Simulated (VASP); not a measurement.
Given:

```yaml
crystal:
  lattice:
    - [3.58020, 0.00000, 0.00000]
    - [0.00000, 3.58020, 0.00000]
    - [0.00000, 0.00000, 3.58020]
  atoms:
    - { symbol: Si, position: [0.00000, 0.00000, 0.00000] }
    - { symbol: Ni, position: [0.00000, 0.50000, 0.50000] }
    - { symbol: Ni, position: [0.50000, 0.00000, 0.50000] }
    - { symbol: Ni, position: [0.50000, 0.50000, 0.00000] }
```

These are PBE GGA + U (Dudarev), VASP's PBE PAW potentials (set 64) (plane waves; VASP 6.6.1) values and carry that method's errors. Numerical set-up: 400 eV cut-off, 8×8×8 Γ-centred mesh, first-order Methfessel-Paxton smearing of 0.10 eV, potentials Si Ni, U − J: Ni 4.00 eV.

**Question.** Predict the energy per atom (σ→0), pressure, band gap (on the k-mesh) with the smallest direct gap where there is one.

**Answer.** 
```json
{
 "band gap (on the k-mesh)": "none (metal, semimetal or under 0.01 eV)",
 "energy per atom (σ→0)": "-3.994 eV/atom",
 "pressure": "-19.14 GPa"
}
```

Total energies compare only between runs with the same potentials, cut-off and functional.

The compound is Ni3Si in the L1_2 structure. The cell was not relaxed at this level. The run is one of a series of settings (LDAU = .TRUE., LDAUJ = 0 0, LDAUL = -1 2, LDAUTYPE = 2, LDAUU = 0 4.0 against the base run), some of them coarse on purpose. The run is not spin-polarised, so no magnetic state was tried.
